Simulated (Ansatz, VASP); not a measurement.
# ZnSe (Stilleite) in two plane-wave programs, part 2 of 3

Wanted: the spread between two codes on one cell, functional and k mesh. The cell is taken from a series of runs on this material, whose earlier steps may have relaxed, scaled, displaced or heated it; both programs get it as it stands.

VASP 6.6.1 and Ansatz 0.2.0.

So far: Starting point; Ansatz: zone-centre phonons, PBE, pair 1.

**3. VASP: zone-centre phonons, PBE, pair 1**

Level of this step: PBE; plane waves and PAW (Zn, Se) (VASP).

The same cell, functional and mesh now go to VASP, with its own data sets.

Lines of VASP's logs that name or quote its potential files are left out, and so is its time.

Input file INCAR:

```
SYSTEM = ZnSe
PREC = Accurate
ENCUT = 500
EDIFF = 1E-08
NELM = 120
ISMEAR = 0
SIGMA = 0.01
LREAL = .FALSE.
ALGO = Normal
GGA = PE
NBANDS = 15
LORBIT = 11
LWAVE = .FALSE.
LCHARG = .FALSE.
ISIF = 2
IBRION = 8
LEPSILON = .TRUE.
LASPH = .TRUE.
GGA_COMPAT = .FALSE.
EFERMI = MIDGAP
KPAR = 2
```

Input file POSCAR:

```
ZnSe
1.0
    0.0000000000      2.8852972693      2.8852972693
    2.8852972693      0.0000000000      2.8852972693
    2.8852972693      2.8852972693      0.0000000000
Zn Se
1 1
Direct
    0.0000000000      0.0000000000      0.0000000000
    0.7500000000      0.7500000000      0.7500000000
```

Input file KPOINTS:

```
Automatic mesh
0
Gamma
12 12 12
0 0 0
```

Potentials, in the order of the species: Zn and Se (PBE family, release 64).

Started as:

```console
mpirun -np 2 vasp_std
```

Numbers of over 12 decimals in the logs are rounded to 6 here.

The log of the run:

```text
[banner, memory and clock lines left out]
running    2 mpi-ranks, on    1 nodes
 distrk:  each k-point on    1 cores,    2 groups
 distr:  one band on    1 cores,    1 groups

 POSCAR found type information on POSCAR ZnSe
 POSCAR found :  2 types and       2 ions
 LDA part: xc-table for (Slater+PW92), standard interpolation
 POSCAR, INCAR and KPOINTS ok, starting setup
 FFT: planning ... GRIDC
 FFT: planning ... GRID_SOFT
 FFT: planning ... GRID
 WAVECAR not read
 entering main loop
       N       E                     dE             d eps       ncg     rms          rms(c)
DAV:   1     0.868641760965E+02    0.86864E+02   -0.86334E+03  2168   0.132E+03
DAV:   2    -0.670578446554E+00   -0.87535E+02   -0.82858E+02  2370   0.254E+02
DAV:   3    -0.627384511819E+01   -0.56033E+01   -0.55800E+01  2671   0.636E+01
DAV:   4    -0.632180369101E+01   -0.47959E-01   -0.47953E-01  2496   0.635E+00
DAV:   5    -0.632204700390E+01   -0.24331E-03   -0.24331E-03  2881   0.411E-01    0.432E+00
DAV:   6    -0.604821753515E+01    0.27383E+00   -0.57148E-01  3171   0.243E+01    0.333E+00
DAV:   7    -0.603073069366E+01    0.17487E-01   -0.15453E-01  2412   0.362E+00    0.142E+00
DAV:   8    -0.603066341737E+01    0.67276E-04   -0.43419E-03  2579   0.612E-01    0.428E-01
DAV:   9    -0.603095010553E+01   -0.28669E-03   -0.10616E-03  2503   0.252E-01    0.691E-02
DAV:  10    -0.603104669941E+01   -0.96594E-04   -0.13403E-04  2588   0.918E-02    0.162E-02
DAV:  11    -0.603105577020E+01   -0.90708E-05   -0.26355E-05  2489   0.365E-02    0.526E-03
DAV:  12    -0.603105699732E+01   -0.12271E-05   -0.26131E-06  2643   0.116E-02    0.350E-03
DAV:  13    -0.603105708634E+01   -0.89014E-07   -0.62923E-07  2447   0.666E-03    0.690E-04
DAV:  14    -0.603105713479E+01   -0.48448E-07   -0.49355E-08  2741   0.343E-03    0.444E-04
DAV:  15    -0.603105713944E+01   -0.46530E-08   -0.72039E-09  1913   0.179E-03
   1 F= -.60310571E+01 E0= -.60310571E+01  d E =0.000000E+00
 Linear response reoptimize wavefunctions to high precision
DAV:   1    -0.603105715097E+01   -0.11534E-07   -0.10126E-09  2044   0.302E-04
DAV:   2    -0.603105715097E+01    0.68212E-11   -0.89599E-11  1262   0.950E-05
 Linear response G [H, r] |phi>, progress :
  Direction:   1
       N       E                     dE             d eps       ncg     rms
RMM:   1    -0.527985542484E+02   -0.52799E+02    0.15390E+02  3588   0.656E+01
RMM:   2    -0.545030357966E+02   -0.17045E+01   -0.87497E+00  3703   0.210E+01
RMM:   3    -0.546282584968E+02   -0.12522E+00   -0.25795E-01  3851   0.416E+00
RMM:   4    -0.546385798454E+02   -0.10321E-01   -0.10193E-02  4081   0.811E-01
RMM:   5    -0.546396004215E+02   -0.10206E-02   -0.14515E-03  4090   0.205E-01
RMM:   6    -0.546395214816E+02    0.78940E-04    0.93580E-04  4204   0.553E-02
RMM:   7    -0.546396206193E+02   -0.99138E-04    0.92068E-05  4159   0.172E-02
RMM:   8    -0.546396188440E+02    0.17753E-05    0.13017E-04  3594   0.596E-03
RMM:   9    -0.546396263112E+02   -0.74672E-05   -0.10265E-04  3237   0.250E-03
RMM:  10    -0.546396277664E+02   -0.14552E-05   -0.28137E-04  3015   0.133E-03
RMM:  11    -0.546396287094E+02   -0.94303E-06   -0.30137E-04  2696   0.994E-04
RMM:  12    -0.546396287215E+02   -0.12105E-07   -0.31156E-04  2461   0.844E-04
RMM:  13    -0.546396299145E+02   -0.11930E-05   -0.32212E-04  2167   0.842E-04
RMM:  14    -0.546396301724E+02   -0.25791E-06   -0.32756E-04  2008   0.816E-04
RMM:  15    -0.546396300359E+02    0.13650E-06   -0.32423E-04  1851   0.821E-04
 Linear response G [H, r] |phi>, progress :
  Direction:   2
       N       E                     dE             d eps       ncg     rms
RMM:   1    -0.540262641696E+02   -0.54026E+02    0.12527E+02  3581   0.639E+01
RMM:   2    -0.568195910093E+02   -0.27933E+01   -0.75903E+00  3672   0.194E+01
RMM:   3    -0.569121233133E+02   -0.92532E-01   -0.19819E-01  3849   0.368E+00
RMM:   4    -0.569201254201E+02   -0.80021E-02   -0.71803E-03  4093   0.718E-01
RMM:   5    -0.569211235347E+02   -0.99811E-03   -0.14418E-03  4065   0.179E-01
RMM:   6    -0.569210243631E+02    0.99172E-04    0.88065E-04  4175   0.485E-02
RMM:   7    -0.569211221430E+02   -0.97780E-04    0.21207E-05  4132   0.152E-02
RMM:   8    -0.569211196487E+02    0.24943E-05    0.59718E-05  3547   0.525E-03
RMM:   9    -0.569211266367E+02   -0.69879E-05   -0.32956E-05  3202   0.215E-03
RMM:  10    -0.569211274602E+02   -0.82352E-06   -0.32029E-05  2968   0.116E-03
RMM:  11    -0.569211283594E+02   -0.89923E-06   -0.40701E-05  2642   0.824E-04
RMM:  12    -0.569211290937E+02   -0.73432E-06   -0.68705E-05  2370   0.705E-04
RMM:  13    -0.569211278190E+02    0.12747E-05   -0.49897E-05  2156   0.678E-04
RMM:  14    -0.569211280616E+02   -0.24257E-06   -0.53953E-05  1997   0.662E-04
RMM:  15    -0.569211281812E+02   -0.11966E-06   -0.60375E-05  1849   0.675E-04
 Linear response G [H, r] |phi>, progress :
  Direction:   3
       N       E                     dE             d eps       ncg     rms
[...]
N       E                     dE             d eps       ncg     rms          rms(c)
RMM:   1    -0.951241808557E+00   -0.95124E+00   -0.40648E+00  3262   0.369E+00
RMM:   2    -0.104626280274E+01   -0.95021E-01   -0.16440E-02  3763   0.721E-01
RMM:   3    -0.104664638827E+01   -0.38359E-03   -0.47006E-04  3789   0.109E-01
[...]
RMM:   5    -0.945532924626E+00   -0.19082E-01   -0.13183E-03 14348   0.232E-01    0.336E-02
RMM:   6    -0.946746150213E+00   -0.12132E-02   -0.25874E-05 14256   0.481E-02    0.199E-02
RMM:   7    -0.947958300201E+00   -0.12121E-02    0.36923E-06 14339   0.261E-02    0.180E-03
RMM:   8    -0.948034501263E+00   -0.76201E-04    0.54881E-06 14967   0.367E-03    0.114E-03
RMM:   9    -0.948024866783E+00    0.96345E-05    0.13446E-06 15050   0.178E-03    0.179E-04
RMM:  10    -0.948034437079E+00   -0.95703E-05    0.34391E-07 14286   0.356E-04    0.808E-05
RMM:  11    -0.948029402467E+00    0.50346E-05    0.80026E-08 13122   0.187E-04    0.171E-05
RMM:  12    -0.948028341569E+00    0.10609E-05   -0.13670E-08  9237   0.563E-05    0.428E-06
 change of polarisation eV/A/(eV/A) component  1 :     1.741     0.373     0.210
 dielectric tensor                  component  1 :     7.558     1.404     0.789
 Linear response to external field, progress :
  Direction:   2
       N       E                     dE             d eps       ncg     rms          rms(c)
RMM:   1    -0.832479725188E+00   -0.83248E+00   -0.35214E+00 12371   0.352E+00
RMM:   2    -0.920980169632E+00   -0.88500E-01   -0.15851E-02 14671   0.698E-01    0.144E+00
RMM:   3    -0.891054966854E+00    0.29925E-01   -0.26115E-02 14242   0.857E-01    0.799E-01
RMM:   4    -0.926441000659E+00   -0.35386E-01   -0.32757E-02 14676   0.952E-01    0.168E-01
RMM:   5    -0.945532803166E+00   -0.19092E-01   -0.13194E-03 14347   0.232E-01    0.336E-02
RMM:   6    -0.946747801457E+00   -0.12150E-02   -0.28352E-05 14257   0.480E-02    0.199E-02
RMM:   7    -0.947959439633E+00   -0.12116E-02    0.10290E-06 14345   0.261E-02    0.179E-03
RMM:   8    -0.948035237455E+00   -0.75798E-04    0.49934E-06 14959   0.367E-03    0.114E-03
RMM:   9    -0.948025638314E+00    0.95991E-05    0.12967E-06 15043   0.178E-03    0.179E-04
RMM:  10    -0.948035117564E+00   -0.94793E-05    0.34285E-07 14276   0.358E-04    0.802E-05
RMM:  11    -0.948030094776E+00    0.50228E-05    0.80484E-08 13126   0.187E-04    0.170E-05
RMM:  12    -0.948029061340E+00    0.10334E-05   -0.10623E-08  9210   0.563E-05    0.428E-06
 change of polarisation eV/A/(eV/A) component  2 :     0.328     1.741     0.173
 dielectric tensor                  component  2 :     1.235     7.558     0.653
 Linear response to external field, progress :
  Direction:   3
       N       E                     dE             d eps       ncg     rms          rms(c)
RMM:   1    -0.832401236907E+00   -0.83240E+00   -0.35206E+00 12373   0.352E+00
RMM:   2    -0.920980904789E+00   -0.88580E-01   -0.15821E-02 14670   0.698E-01    0.144E+00
RMM:   3    -0.891056093375E+00    0.29925E-01   -0.26097E-02 14241   0.857E-01    0.799E-01
RMM:   4    -0.926449916442E+00   -0.35394E-01   -0.32799E-02 14675   0.953E-01    0.168E-01
RMM:   5    -0.945527922708E+00   -0.19078E-01   -0.13206E-03 14347   0.232E-01    0.336E-02
RMM:   6    -0.946749817180E+00   -0.12219E-02   -0.27784E-05 14254   0.481E-02    0.199E-02
RMM:   7    -0.947959133692E+00   -0.12093E-02    0.23859E-06 14334   0.261E-02    0.180E-03
RMM:   8    -0.948035103710E+00   -0.75970E-04    0.51151E-06 14961   0.367E-03    0.114E-03
RMM:   9    -0.948025591067E+00    0.95126E-05    0.13291E-06 15038   0.178E-03    0.180E-04
RMM:  10    -0.948035146703E+00   -0.95556E-05    0.35373E-07 14277   0.358E-04    0.805E-05
RMM:  11    -0.948030107714E+00    0.50390E-05    0.91932E-08 13114   0.187E-04    0.171E-05
RMM:  12    -0.948029074844E+00    0.10329E-05   -0.80656E-09  9198   0.559E-05    0.430E-06
 change of polarisation eV/A/(eV/A) component  3 :     0.268     0.314     1.741
 dielectric tensor                  component  3 :     1.011     1.182     7.558
 Linear response DOF=           2
 Linear response progress:
  Degree of freedom:   1/  2
       N       E                     dE             d eps       ncg     rms          rms(c)
RMM:   1    -0.211728322816E+00   -0.21173E+00   -0.19028E-02 11753   0.193E+00
RMM:   2    -0.210327793877E+00    0.14005E-02   -0.21025E-03 13353   0.323E-01    0.777E-02
RMM:   3    -0.210001277686E+00    0.32652E-03   -0.29028E-05 15061   0.413E-02    0.473E-02
RMM:   4    -0.209548568297E+00    0.45271E-03   -0.21801E-05 15251   0.310E-02    0.265E-03
RMM:   5    -0.209556471409E+00   -0.79031E-05   -0.11582E-06 16179   0.476E-03    0.712E-04
RMM:   6    -0.209551336527E+00    0.51349E-05   -0.85661E-08 16241   0.134E-03    0.420E-04
RMM:   7    -0.209550778169E+00    0.55836E-06   -0.64698E-08 15396   0.671E-04    0.452E-05
RMM:   8    -0.209550828827E+00   -0.50658E-07   -0.18497E-10 16690   0.119E-04    0.257E-05
RMM:   9    -0.209550950717E+00   -0.12189E-06   -0.81310E-10 15942   0.727E-05    0.509E-06
RMM:  10    -0.209550954133E+00   -0.34156E-08    0.16543E-09 15749   0.217E-05    0.317E-06
 first order change of Fermi-energy   0.38047E+00
 force on displaced ion       1 direction 1 :  -4.750  -0.000  -0.000
 Born effective charge ion    1 direction 1 :   2.138   0.000   0.000
 Linear response progress:
  Degree of freedom:   2/  2
       N       E                     dE             d eps       ncg     rms          rms(c)
RMM:   1    -0.825926972316E-01   -0.82593E-01    0.10595E-01 20213   0.163E+00
RMM:   2    -0.821617447968E-01    0.43095E-03   -0.28357E-03 13176   0.436E-01    0.107E-01
RMM:   3    -0.823889810143E-01   -0.22724E-03   -0.12631E-04 14677   0.875E-02    0.596E-02
RMM:   4    -0.827981962150E-01   -0.40922E-03   -0.45827E-05 14750   0.447E-02    0.747E-03
RMM:   5    -0.828174829492E-01   -0.19287E-04   -0.29509E-06 14845   0.828E-03    0.409E-03
RMM:   6    -0.828085625833E-01    0.89204E-05   -0.29539E-07 14721   0.238E-03    0.136E-03
RMM:   7    -0.828074677623E-01    0.10948E-05   -0.70789E-08 14459   0.967E-04    0.204E-04
RMM:   8    -0.828096165326E-01   -0.21488E-05   -0.99480E-09 14925   0.237E-04    0.553E-05
RMM:   9    -0.828094710175E-01    0.14552E-06   -0.10786E-08 14387   0.134E-04    0.868E-06
RMM:  10    -0.828094185038E-01    0.52514E-07   -0.64035E-10 15189   0.257E-05    0.688E-06
RMM:  11    -0.828094491494E-01   -0.30646E-07   -0.24776E-10 14120   0.172E-05    0.185E-06
RMM:  12    -0.828094539280E-01   -0.47785E-08   -0.10807E-10 10743   0.950E-06    0.218E-07
 first order change of Fermi-energy  -0.38027E+00
 force on displaced ion       2 direction 1 :  -4.722   0.000   0.000
 Born effective charge ion    2 direction 1 :  -2.144   0.000   0.000
 Born effective charges drift removed
 Linear response finished
```

OUTCAR, selected parts (step 3):

```text
ion  position               nearest neighbor table
   1  0.000  0.000  0.000-   2 2.50   2 2.50   2 2.50   2 2.50
   2  0.750  0.750  0.750-   1 2.50   1 2.50   1 2.50   1 2.50

  LATTYP: Found a face centered cubic cell.
 ALAT       =     5.7705945386

 Subroutine GETGRP returns: Found 24 space group operations
 (whereof 24 operations were pure point group operations)

The static configuration has the point symmetry T_d .

 Found     72 irreducible k-points:

   k-points           NKPTS =     72   k-points in BZ     NKDIM =     72   number of bands    NBANDS=     15

   dimension x,y,z NGX =    30 NGY =   30 NGZ =   30
   dimension x,y,z NGXF=    60 NGYF=   60 NGZF=   60

   ENCUT  =  500.0 eV  36.75 Ry    6.06 a.u.   7.44  7.44  7.44*2*pi/ulx,y,z

   NELECT =      18.0000    total number of electrons

 k-points in reciprocal lattice and weights: Automatic mesh
   0.00000000  0.00000000  0.00000000       0.001
   0.08333333  0.00000000  0.00000000       0.005
   0.16666667  0.00000000  0.00000000       0.005
   0.25000000  0.00000000  0.00000000       0.005
   0.33333333  0.00000000  0.00000000       0.005
   0.41666667  0.00000000  0.00000000       0.005
   0.50000000  0.00000000  0.00000000       0.002
   0.08333333  0.08333333  0.00000000       0.003
   0.16666667  0.08333333  0.00000000       0.014
[...]
-0.33333333  0.50000000  0.16666667       0.007
  -0.25000000  0.50000000  0.25000000       0.003

 average (electrostatic) potential at core
       1 -37.4247       2 -56.3143

  Total       -0.2652560     -0.2652560     -0.2652560     -0.0000000      0.0000000     -0.0000000
  in kB       -8.8465535     -8.8465535     -8.8465535     -0.0000000      0.0000000     -0.0000000
  external PRESSURE =      -8.8465535 kB  Pullay stress =       0.0000000 kB

  energy-cutoff  :      500.00
  volume of cell :       48.04
      direct lattice vectors                 reciprocal lattice vectors
     0.000000000  2.885297269  2.885297269    -0.173292369  0.173292369  0.173292369
     2.885297269  0.000000000  2.885297269     0.173292369 -0.173292369  0.173292369
     2.885297269  2.885297269  0.000000000     0.173292369  0.173292369 -0.173292369

 POSITION                                       TOTAL-FORCE (eV/Angst)
 -----------------------------------------------------------------------------------
      0.00000      0.00000      0.00000        -0.000000     -0.000000     -0.000000
      4.32795      4.32795      4.32795         0.000000      0.000000      0.000000
 -----------------------------------------------------------------------------------
    total drift:                                0.000000      0.000000      0.000000

 MACROSCOPIC STATIC DIELECTRIC TENSOR (including local field effects in DFT)
 ------------------------------------------------------
           7.557661    -0.000000    -0.000000
           0.000000     7.557661    -0.000000
           0.000000     0.000000     7.557661
 ------------------------------------------------------

 PIEZOELECTRIC TENSOR (including local field effects)  for field in x, y, z        (C/m^2)
          XX          YY          ZZ          XY          YZ          ZX
  --------------------------------------------------------------------------------
  x     0.00000    -0.00000     0.00000     0.00000     0.72376     0.00000
  y     0.00000    -0.00000     0.00000     0.00000    -0.00000     0.72376
  z    -0.00000    -0.00000    -0.00000     0.72376     0.00000     0.00000

 BORN EFFECTIVE CHARGES (including local field effects) (in |e|, cummulative output)
 ---------------------------------------------------------------------------------
 ion    1
    1     2.14166    -0.00000     0.00000
    2     0.00000     2.14166    -0.00000
    3     0.00000     0.00000     2.14166
 ion    2
    1    -2.14166     0.00000    -0.00000
    2    -0.00000    -2.14166     0.00000
    3     0.00000     0.00000    -2.14166

 Eigenvectors and eigenvalues of the dynamical matrix
 ----------------------------------------------------

   1 f  =    5.689295 THz    35.746893 2PiTHz  189.774447 cm-1    23.529022 meV
             X         Y         Z           dx          dy          dz
      0.000000  0.000000  0.000000    -0.740580    0.000000    0.000000
      4.327946  4.327946  4.327946     0.671969    0.000000    0.000000

   2 f  =    5.689295 THz    35.746893 2PiTHz  189.774447 cm-1    23.529022 meV
             X         Y         Z           dx          dy          dz
      0.000000  0.000000  0.000000     0.000000   -0.740580    0.000000
      4.327946  4.327946  4.327946     0.000000    0.671969    0.000000

   3 f  =    5.689295 THz    35.746893 2PiTHz  189.774447 cm-1    23.529022 meV
             X         Y         Z           dx          dy          dz
      0.000000  0.000000  0.000000     0.000000    0.000000    0.740580
      4.327946  4.327946  4.327946     0.000000    0.000000   -0.671969

   4 f/i=    0.008312 THz     0.052227 2PiTHz    0.277263 cm-1     0.034376 meV
             X         Y         Z           dx          dy          dz
      0.000000  0.000000  0.000000     0.000000    0.671969    0.000000
      4.327946  4.327946  4.327946     0.000000    0.740580    0.000000

   5 f/i=    0.008312 THz     0.052227 2PiTHz    0.277263 cm-1     0.034376 meV
             X         Y         Z           dx          dy          dz
      0.000000  0.000000  0.000000    -0.671969    0.000000    0.000000
      4.327946  4.327946  4.327946    -0.740580    0.000000    0.000000

   6 f/i=    0.008312 THz     0.052227 2PiTHz    0.277263 cm-1     0.034376 meV
             X         Y         Z           dx          dy          dz
      0.000000  0.000000  0.000000     0.000000    0.000000   -0.671969
      4.327946  4.327946  4.327946     0.000000    0.000000   -0.740580

 MACROSCOPIC STATIC DIELECTRIC TENSOR IONIC CONTRIBUTION
 ------------------------------------------------------
           3.648101    -0.000000     0.000000
          -0.000000     3.648101    -0.000000
           0.000000    -0.000000     3.648101
 ------------------------------------------------------

 ELASTIC MODULI CONTR FROM IONIC RELAXATION (kBar)
 Direction    XX          YY          ZZ          XY          YZ          ZX
 --------------------------------------------------------------------------------
 XX          -0.0000      0.0000      0.0000     -0.0000      0.0000     -0.0000
 YY           0.0000     -0.0000      0.0000     -0.0000     -0.0000      0.0000
 ZZ           0.0000      0.0000     -0.0000      0.0000     -0.0000     -0.0000
 XY          -0.0000     -0.0000      0.0000   -106.7989      0.0000      0.0000
 YZ           0.0000     -0.0000     -0.0000      0.0000   -106.7989      0.0000
 ZX          -0.0000      0.0000     -0.0000      0.0000      0.0000   -106.7989
 --------------------------------------------------------------------------------

 PIEZOELECTRIC TENSOR IONIC CONTR  for field in x, y, z        (C/m^2)
          XX          YY          ZZ          XY          YZ          ZX
  --------------------------------------------------------------------------------
  x     0.00000    -0.00000    -0.00000    -0.00000    -0.58734     0.00000
  y    -0.00000     0.00000    -0.00000     0.00000    -0.00000    -0.58734
  z    -0.00000    -0.00000     0.00000    -0.58734     0.00000     0.00000
```

The dielectric response converges more slowly with the mesh than energies do, so tensor and charges may still move on a finer one.

**4. Side by side**

Known differences besides the potentials themselves: fixed occupations in Ansatz, narrow Gaussian smearing in VASP; VASP's response is taken on the typed mesh, Ansatz refines its own for the field response alone; the data sets hold 28 valence electrons in Ansatz (on its PAW soft_1 files) and 18 in VASP; the cutoff is 420 eV in Ansatz and 500 eV in VASP. Total energies have different zeros and are not compared.

Both answers:

```
                                     quantity  Ansatz   VASP  difference
                                        ε∞ xx    7.44   7.56     -1.60 %
                                        ε∞ yy    7.44   7.56     -1.60 %
                                        ε∞ zz    7.44   7.56     -1.60 %
Born charge of Zn1 (mean of the diagonal) (e)    2.13   2.14       -0.01
Born charge of Se2 (mean of the diagonal) (e)   -2.13  -2.14       +0.01
                   optical mode 1 to 3 (cm⁻¹)   187.9  189.8     -0.98 %
```

Modes are paired by rising frequency, not by their patterns, so a pair may set unlike modes beside each other; they are those without the splitting of longitudinal modes.

[end of part 2 of 3]

[Lines on the potential files, build, host, timing and source positions are cut from VASP's logs without a mark.]

[Logs are printed without paths, hosts, clocks, repeated set-up lines and the standing remarks that a program may print on its own settings, such as how far it seeks lower states.]

[Hosts, paths, dates, database ids (printed as entryN), source tags and the programs' standing remarks are cut or masked in the printed files.]
